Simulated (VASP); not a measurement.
Consider the following.

```
TiN
1.0
    0.00000     2.10146     2.10146
    2.10146     0.00000     2.10146
    2.10146     2.10146     0.00000
Ti N
1 1
Cartesian
  0.00000   0.00000   0.00000
  2.10146   2.10146   2.10146
```

Method: optB88-vdW, VASP's PBE PAW potentials (set 64) (plane waves; VASP 6.6.1). Numerical set-up: 520 eV cut-off, 15×15×15 Γ-centred mesh, first-order Methfessel-Paxton smearing of 0.10 eV, potentials Ti_sv N.

Problem. Predict the energy per atom (σ→0), pressure, band gap (on the k-mesh) with the smallest direct gap where there is one.

Solution. 
```yaml
band gap (on the k-mesh): none (metal, semimetal or under 0.01 eV)
energy per atom (σ→0): -7.748 eV/atom
pressure: 9.13 GPa
```

The compound is TiN in the rock salt structure. This cell is one point of a volume scan, at 0.97 of the reference volume. The electron count is odd and the run is not spin-polarised, which forces a metal.
